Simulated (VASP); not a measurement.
VASP input:

File POSCAR:
```
InSb
1
    0.0000000000     3.3163907709     3.3163907709
    3.3163907709     0.0000000000     3.3163907709
    3.3163907709     3.3163907709     0.0000000000
In Sb
1 1
Direct
  0.0000000000   0.0000000000   0.0000000000
  0.2500000000   0.2500000000   0.2500000000
```

**INCAR**
```
SYSTEM = InSb
PREC = Accurate
ENCUT = 500
EDIFF = 1E-6
NELM = 100
ALGO = Normal
LREAL = .FALSE.
LASPH = .TRUE.
ISMEAR = 1
SIGMA = 0.1
GGA = PE
LMAXMIX = 4
LWAVE = .FALSE.
LCHARG = .FALSE.
IBRION = 2
ISIF = 3
NSW = 40
EDIFFG = -0.02
```

**KPOINTS**
```
Automatic mesh
0
Gamma
  10 10 10
0 0 0
```

POTCAR, in this order: In_d Sb (PBE.64 set). Program: vasp_std.

### Question
Write an equivalent input for Quantum ESPRESSO's pw.x.

### Answer
One equivalent input (not run):
```
&CONTROL
  calculation = 'vc-relax'
  pseudo_dir = './pseudo'
  outdir = './out'
  tprnfor = .true.
  tstress = .true.
  nstep = 40
  forc_conv_thr = 0.00078
/
&SYSTEM
  ibrav = 0
  nat = 2
  ntyp = 2
  ecutwfc = 80
  occupations = 'smearing'
  smearing = 'methfessel-paxton'
  degauss = 0.00735
  input_dft = 'pbe'
/
&ELECTRONS
  conv_thr = 7.3e-08
  electron_maxstep = 100
/
&IONS
/
&CELL
/
ATOMIC_SPECIES
  In 114.818 In.upf
  Sb 121.760 Sb.upf
CELL_PARAMETERS angstrom
     0.0000000    3.3163908    3.3163908
     3.3163908    0.0000000    3.3163908
     3.3163908    3.3163908    0.0000000
ATOMIC_POSITIONS crystal
  In   0.0000000  0.0000000  0.0000000
  Sb   0.2500000  0.2500000  0.2500000
K_POINTS automatic
  10 10 10 0 0 0
```
Limits of the translation: the potentials are each code's own (VASP's PAW set, PseudoDojo norm-conserving files in pw.x), so ENCUT and ecutwfc are chosen apart and not converted; conv_thr bounds pw.x's estimated SCF error, while EDIFF bounds the energy change between steps; forc_conv_thr acts on force components and is met together with etot_conv_thr.

The compound is InSb in the zinc blende structure. It was relaxed first, which changed the volume by +7 %.
